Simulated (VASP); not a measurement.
OSZICAR of a VASP run on FeAl (CsCl type):

File OSZICAR:
```
       N       E                     dE             d eps       ncg     rms          rms(c)
DAV:   1     0.365861578276E+02    0.36586E+02   -0.51078E+03  2176   0.123E+03
DAV:   2    -0.896143985855E+01   -0.45548E+02   -0.44119E+02  2160   0.181E+02
DAV:   3    -0.101397676095E+02   -0.11783E+01   -0.11624E+01  2659   0.398E+01
DAV:   4    -0.101633544386E+02   -0.23587E-01   -0.23563E-01  2785   0.502E+00
DAV:   5    -0.101638482239E+02   -0.49379E-03   -0.49462E-03  2662   0.640E-01    0.126E+01
DAV:   6    -0.117351454750E+02   -0.15713E+01   -0.59052E+01  2508   0.121E+02    0.157E+01
DAV:   7    -0.864617454052E+01    0.30890E+01   -0.29264E+01  2420   0.760E+01    0.228E+00
DAV:   8    -0.861960569226E+01    0.26569E-01   -0.18347E-01  2464   0.549E+00    0.119E+00
DAV:   9    -0.860981632193E+01    0.97894E-02   -0.33129E-02  2632   0.293E+00    0.276E-01
DAV:  10    -0.860965669501E+01    0.15963E-03   -0.79231E-04  2914   0.370E-01    0.103E-01
DAV:  11    -0.860966976489E+01   -0.13070E-04   -0.20318E-05  2341   0.527E-02    0.833E-03
DAV:  12    -0.860967070529E+01   -0.94039E-06   -0.13413E-06  2772   0.144E-02    0.585E-03
DAV:  13    -0.860967081487E+01   -0.10958E-06   -0.20972E-07  1239   0.645E-03    0.857E-04
DAV:  14    -0.860967085517E+01   -0.40299E-07   -0.23721E-08  1167   0.182E-03
   1 F= -.86096709E+01 E0= -.86096709E+01  d E =0.000000E+00
```

Question: Which electronic solver shows in the log?

Answer: It is blocked Davidson (ALGO = Normal, or the opening steps of other solvers). The INCAR had ALGO = Normal.

Question: How was spin treated?

Answer: Without spin polarisation: there is no mag entry.

Question: Can the final energy be trusted as converged?

Answer: The run converged. It stopped with EDIFF = 1E-7, NELM = 100 (optB88-vdW, plane waves, VASP's PBE PAW potentials (set 64)).

The compound is FeAl in the CsCl type structure. It was relaxed first. The run is not spin-polarised, so no magnetic state was tried. The electron count is odd and the run is not spin-polarised, which forces a metal.
